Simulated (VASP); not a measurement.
Data:

```xyz
2
Lattice="0.0000 3.6373 3.6373 3.6373 0.0000 3.6373 3.6373 3.6373 0.0000" Properties=species:S:1:pos:R:3 pbc="T T T"
K      0.0000     0.0000     0.0000
I      3.6373     3.6373     3.6373
```

Calculation: RPBE GGA, VASP's PBE PAW potentials (set 64) (plane waves; VASP). Run with 520 eV cut-off, 6×6×6 Γ-centred mesh, Gaussian smearing of 0.050 eV, potentials K_sv I.

Unless said otherwise, spin-orbit coupling is left out, though it shifts the bands of the heavy elements here.

Task: What does the run give for the energy per atom (σ→0), band gap (on the k-mesh) with the smallest direct gap where there is one?

Result: 
```json
{
 "band gap (on the k-mesh)": "4.08 eV",
 "smallest direct gap (on the k-mesh)": "4.08 eV",
 "energy per atom (σ→0)": "-2.629 eV/atom"
}
```

Only differences to runs with the same potentials and settings are physical.

The compound is KI in the rock salt structure. This cell is one point of a volume scan, at 0.94 of the reference volume.
